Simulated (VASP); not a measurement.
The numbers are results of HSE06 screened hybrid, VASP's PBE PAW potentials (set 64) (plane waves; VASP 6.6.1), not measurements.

Input for VASP

File KPOINTS:
```
Automatic mesh
0
Gamma
1 1 1
0 0 0
```

### INCAR
```
SIGMA  =  0.05   # width (eV)
LORBIT  =  10
LREAL  =  Auto
AEXX  =  0.25
ISYM  =  0
GGA  =  PE   # PBE
LHFCALC  =  .True.
LWAVE  =  .False.
ISMEAR  =  0   # Gaussian
NELM  =  50   # most electronic steps
NUPDOWN  =  1
NELMIN  =  4
MAGMOM  =  65*0.0154
EDIFF  =  1E-5   # SCF stop (eV)
LCHARG  =  .False.
ENCUT  =  400   # plane-wave cut-off (eV)
PRECFOCK  =  Fast
ISIF  =  0
ALGO  =  Normal   # blocked Davidson
ISPIN  =  2   # spin-polarised
LASPH  =  .True.
SYSTEM  =  BC64
HFSCREEN  =  0.2   # 1/Angstrom
PREC  =  Normal
```

File POSCAR:
```
BC64
1
    7.1465551590     0.0000000000     0.0000000000
    0.0000000000     7.1465551590     0.0000000000
    0.0000000000     0.0000000000     7.1465551590
C B
64 1
Direct
  0.5019331066   0.9996292633   0.0008960765
  0.6265465312   0.1251619836   0.1241210905
  0.7502132699   0.2508004685   0.9979188811
  0.8705588531   0.3758959982   0.1184290629
  0.7517594898   0.0011357449   0.2494314444
  0.8767832139   0.1274312660   0.3737547320
  0.0021715791   0.0009758340   0.9996048601
  0.1263135907   0.1276357938   0.1255188577
  0.2511435638   0.2505007518   0.9990782132
  0.3746541510   0.3774642068   0.1204359018
  0.5019349099   0.5004326189   0.9971678800
  0.6251754262   0.6260199688   0.1228774201
  0.7512630956   0.7506789220   0.9982435737
  0.8756224602   0.8775699201   0.1235369024
  0.2516757270   0.9993300410   0.2519926760
  0.3861670028   0.1106041061   0.3809486467
  0.4992697238   0.2510500536   0.2517550737
  0.6255918024   0.3751284299   0.3738401449
  0.7487091461   0.5014157240   0.2474593240
  0.8706257514   0.6303834970   0.3730293609
  0.5090315247   0.9916758880   0.5011651831
  0.6304369420   0.1227735995   0.6261260702
  0.7520202454   0.2499277501   0.4989655547
  0.8768286072   0.3751096410   0.6214728694
  0.7538530178   0.9990068112   0.7499086031
  0.8769921930   0.1257816042   0.8743226053
  0.9991515917   0.5021691492   0.9950225858
  0.1229370804   0.6346837567   0.1142634411
  0.2507926663   0.7528107992   0.9960966828
  0.3762234993   0.8756829737   0.1244018140
  0.9922123172   0.2545742006   0.2411484590
  0.0903884626   0.4060737844   0.3426753884
  0.2451740697   0.5146904232   0.2342459443
  0.3746614378   0.6284339689   0.3714967325
  0.5019235287   0.7517092213   0.2484892445
  0.6292102815   0.8731314899   0.3743402241
  0.0023143847   0.0002326303   0.4994416818
  0.1264891753   0.1146323172   0.6343537400
  0.2802866524   0.2083812237   0.5407162491
  0.3862404285   0.3680064146   0.6382881188
  0.4993385556   0.4971827658   0.4979108910
  0.6266216030   0.6248242116   0.6237895899
  0.7502888740   0.7509798613   0.4981186886
  0.8770461992   0.8746183454   0.6231361844
  0.2508393593   0.9933569459   0.7555829127
  0.3778068071   0.1232791531   0.8775452109
  0.5090486998   0.2477826252   0.7572069001
  0.6292170999   0.3746031196   0.8757359044
  0.7518160416   0.4994689354   0.7477489662
  0.8756528861   0.6254213994   0.8713093683
  0.9991382677   0.7538906021   0.2467865125
  0.1256747630   0.8755900083   0.3741099902
  0.9923339439   0.5075668146   0.4942921498
  0.1263887826   0.6233309692   0.6212455991
  0.2511797763   0.7498148081   0.4984400898
  0.3778106947   0.8713617883   0.6256740621
  0.0023242721   0.2494766236   0.7487502556
  0.1257016362   0.3748584957   0.8733077687
  0.2517438317   0.4969402630   0.7495527128
  0.3762666474   0.6245325561   0.8732189879
  0.5019986013   0.7480413730   0.7493300331
  0.6265820334   0.8746279196   0.8743365361
  0.0022483461   0.7492974760   0.7478687427
  0.1271041962   0.8735172022   0.8753883249
  0.2617145812   0.3416164982   0.4067273035
```

POTCAR, in this order: C B (PBE.64 set). Program: vasp_gam. Read from the step before: WAVECAR.

Output

File OSZICAR:
```
       N       E                     dE             d eps       ncg     rms          rms(c)
DAV:   1    -0.666624810856E+03   -0.66662E+03   -0.84444E+00   652   0.805E+00    0.404E+00
DAV:   2    -0.666652768137E+03   -0.27957E-01   -0.13798E-01   696   0.913E-01    0.244E+00
DAV:   3    -0.666635882486E+03    0.16886E-01   -0.14842E-02   736   0.325E-01    0.133E+00
DAV:   4    -0.666631080406E+03    0.48021E-02   -0.45851E-03   752   0.181E-01    0.701E-01
DAV:   5    -0.666629764980E+03    0.13154E-02   -0.10028E-03   706   0.855E-02    0.379E-01
DAV:   6    -0.666629380858E+03    0.38412E-03   -0.24398E-04   738   0.439E-02    0.205E-01
DAV:   7    -0.666629268777E+03    0.11208E-03   -0.66178E-05   698   0.236E-02    0.110E-01
DAV:   8    -0.666629235989E+03    0.32789E-04   -0.15292E-05   424   0.120E-02    0.615E-02
DAV:   9    -0.666629226547E+03    0.94416E-05   -0.57787E-06   402   0.812E-03
   1 F= -.66662923E+03 E0= -.66662923E+03  d E =-.100827E-11  mag=     1.0000
```

OUTCAR:
```
------------------------ aborting loop because EDIFF is reached ----------------------------------------
  volume of cell :      365.00
      direct lattice vectors                 reciprocal lattice vectors
     7.146555159  0.000000000  0.000000000     0.139927556  0.000000000  0.000000000
     0.000000000  7.146555159  0.000000000     0.000000000  0.139927556  0.000000000
     0.000000000  0.000000000  7.146555159     0.000000000  0.000000000  0.139927556
 POSITION                                       TOTAL-FORCE (eV/Angst)
 -----------------------------------------------------------------------------------
      3.58709      7.14391      0.00640        -0.006186      0.005692     -0.000285
      4.47765      0.89448      0.88704        -0.016878      0.039000      0.027627
      5.36144      1.79236      7.13168         0.012109      0.021097     -0.001262
      6.22150      2.68636      0.84636         0.008588     -0.038066     -0.001299
      5.37249      0.00812      1.78258        -0.007370      0.003344      0.010209
      6.26598      0.91069      2.67106        -0.003844     -0.012287     -0.017536
      0.01552      0.00697      7.14373        -0.006019      0.002487     -0.005008
      0.90271      0.91216      0.89703        -0.018958      0.004593     -0.016923
      1.79481      1.79022      7.13997        -0.000323     -0.000621     -0.014300
      2.67749      2.69757      0.86070        -0.013272      0.033509     -0.021852
      3.58711      3.57637      7.12632        -0.005371     -0.006160      0.022201
      4.46785      4.47389      0.87815        -0.006203     -0.009292      0.011660
      5.36894      5.36477      7.13400        -0.000396      0.000300     -0.001870
      6.25768      6.27160      0.88286         0.008583     -0.004615     -0.010414
      1.79861      7.14177      1.80088         0.010071      0.014027      0.012329
      2.75976      0.79044      2.72247         0.063392     -0.042660      0.060565
      3.56806      1.79414      1.79918         0.075343     -0.090627     -0.040081
      4.47083      2.68088      2.67167         0.000610     -0.008224     -0.000575
      5.35069      3.58340      1.76848        -0.024488      0.003497      0.001761
      6.22197      4.50507      2.66587         0.008592      0.004395      0.033500
      3.63782      7.08707      3.58160        -0.013566      0.030577     -0.053488
      4.50545      0.87741      4.47464        -0.014828      0.011525     -0.009563
      5.37435      1.78612      3.56588        -0.013605      0.007942     -0.004557
      6.26630      2.68074      4.44139        -0.007297      0.013222      0.015038
      5.38745      7.13946      5.35926        -0.016645      0.008724     -0.009802
      6.26747      0.89891      6.24839         0.002870     -0.006273      0.005044
      7.14049      3.58878      7.11098         0.004501     -0.013872      0.017583
      0.87858      4.53580      0.81659         0.091013     -0.025286      0.025052
      1.79230      5.38000      7.11866        -0.039729      0.000169     -0.000539
      2.68870      6.25812      0.88904        -0.001289     -0.002768     -0.013578
      7.09090      1.81933      1.72338         0.003117      0.043744     -0.008289
      0.64597      2.90203      2.44895         0.181161      0.041477     -0.043374
      1.75215      3.67826      1.67405        -0.149936      0.069367     -0.076784
      2.67754      4.49114      2.65492        -0.013930      0.021551     -0.037058
      3.58702      5.37213      1.77584        -0.008076     -0.023604      0.008841
      4.49669      6.23988      2.67524         0.004288      0.003246      0.028454
      0.01654      0.00166      3.56929         0.016837     -0.006901      0.022920
      0.90396      0.81923      4.53344         0.079578     -0.011327      0.009179
      2.00308      1.48921      3.86426         0.043959      0.172318     -0.177007
      2.76029      2.62998      4.56156         0.060305     -0.065740      0.040513
      3.56855      3.55314      3.55835         0.067557      0.041685      0.091132
      4.47819      4.46534      4.45795        -0.022089     -0.032974     -0.044953
      5.36198      5.36692      3.55983         0.007424     -0.002134     -0.016760
      6.26786      6.25051      4.45328        -0.002902     -0.007685      0.003435
      1.79264      7.09908      5.39981        -0.031232      0.016423     -0.018900
      2.70002      0.88102      6.27143        -0.007224     -0.017974     -0.004721
      3.63794      1.77079      5.41142        -0.007983      0.052625     -0.022324
      4.49673      2.67712      6.25849         0.005505     -0.037334      0.001635
      5.37289      3.56948      5.34383        -0.004824      0.000389     -0.001193
      6.25790      4.46961      6.22686         0.008409      0.003789      0.005912
      7.14040      5.38772      1.76367         0.006994     -0.025058      0.012688
      0.89814      6.25745      2.67360        -0.000744     -0.000686      0.002333
      7.09177      3.62735      3.53249        -0.004972      0.024482     -0.038767
      0.90324      4.45467      4.43977        -0.019280      0.015576     -0.005249
      1.79507      5.35859      3.56213        -0.007720      0.014518     -0.000237
      2.70004      6.22724      4.47141        -0.006005      0.007771      0.017373
      0.01661      1.78290      5.35099         0.012991     -0.020514     -0.001584
      0.89833      2.67895      6.24114         0.000244     -0.000806      0.003488
      1.79910      3.55141      5.35672         0.010759     -0.014135     -0.009873
      2.68901      4.46326      6.24051        -0.003566      0.014562      0.004484
      3.58756      5.34592      5.35513        -0.011559     -0.000764     -0.007995
      4.47790      6.25058      6.24849         0.006668      0.005101     -0.008880
      0.01607      5.35490      5.34469        -0.013502      0.007736      0.003066
      0.90836      6.24264      6.25601         0.024841     -0.008904      0.008874
      1.87036      2.44138      2.90670        -0.294500     -0.223169      0.239979
 -----------------------------------------------------------------------------------
    total drift:                               -0.060830     -0.008295      0.058833
  FREE ENERGIE OF THE ION-ELECTRON SYSTEM (eV)
  ---------------------------------------------------
  free  energy   TOTEN  =      -666.6292265470 eV

  energy  without entropy=     -666.6292265470  energy(sigma->0) =     -666.62922655

  exchange ACFDT corr.  =         0.00000000  see jH, gK, PRB 81, 115126

 total charge

# of ion       s       p       d       tot
------------------------------------------
    1        0.832   1.762   0.000   2.594
    2        0.836   1.742   0.000   2.577
    3        0.835   1.784   0.000   2.619
    4        0.838   1.774   0.000   2.612
    5        0.830   1.753   0.000   2.583
    6        0.829   1.743   0.000   2.572
    7        0.830   1.746   0.000   2.576
    8        0.829   1.735   0.000   2.564
    9        0.830   1.756   0.000   2.586
   10        0.834   1.726   0.000   2.561
   11        0.831   1.757   0.000   2.588
   12        0.834   1.755   0.000   2.590
   13        0.830   1.750   0.000   2.580
   14        0.832   1.762   0.000   2.594
   15        0.828   1.743   0.000   2.570
   16        0.833   1.756   0.000   2.589
   17        0.825   1.709   0.000   2.534
   18        0.833   1.752   0.000   2.585
   19        0.830   1.750   0.000   2.580
   20        0.838   1.774   0.000   2.612
   21        0.838   1.778   0.000   2.616
   22        0.834   1.747   0.000   2.582
   23        0.830   1.755   0.000   2.585
...
```
(Selected blocks of OUTCAR.)

**OUTCAR**
```
 val. band max:       11.4207401096   @ k =   0.0000   0.0000   0.0000

 cond. band min:      13.6397929949   @ k =   0.0000   0.0000   0.0000


 Fermi energy:        11.6624090173

 spin component 1

 k-point     1 :       0.0000    0.0000    0.0000
  band No.  band energies     occupation
      1     -14.4462      1.00000
      2     -12.2323      1.00000
      3     -12.1059      1.00000
      4     -11.9803      1.00000
      5     -11.9530      1.00000
      6     -11.8620      1.00000
      7     -11.8206      1.00000
      8     -10.0638      1.00000
      9      -9.7802      1.00000
     10      -9.7256      1.00000
     11      -9.6612      1.00000
     12      -9.6473      1.00000
     13      -9.6228      1.00000
     14      -9.6122      1.00000
     15      -9.5731      1.00000
     16      -9.5359      1.00000
     17      -9.4961      1.00000
     18      -9.4188      1.00000
     19      -9.2806      1.00000
     20      -8.2730      1.00000
     21      -8.2337      1.00000
     22      -8.2238      1.00000
     23      -8.1692      1.00000
     24      -5.7986      1.00000
     25      -5.7370      1.00000
     26      -5.4799      1.00000
     27      -5.3990      1.00000
     28      -5.2405      1.00000
     29      -5.0651      1.00000
     30      -5.0617      1.00000
     31      -4.9317      1.00000
     32      -4.9040      1.00000
     33      -4.8759      1.00000
     34      -4.3715      1.00000
     35      -4.3387      1.00000
     36      -4.3266      1.00000
     37      -4.2344      1.00000
     38      -4.1762      1.00000
     39      -4.1314      1.00000
     40      -4.1307      1.00000
     41      -4.0665      1.00000
     42      -4.0066      1.00000
     43      -3.9855      1.00000
     44      -3.9815      1.00000
     45      -3.9013      1.00000
     46      -1.2658      1.00000
     47      -0.7451      1.00000
     48      -0.6877      1.00000
     49      -0.6415      1.00000
...
```

The supercell is sampled at Γ alone, which is coarse: total energies, pressure and levels can be off, energies of defects by several tenths of an eV.

The cell is a supercell with a defect, built from C (diamond): B_i. The cell's shape comes from a PBE relaxation.
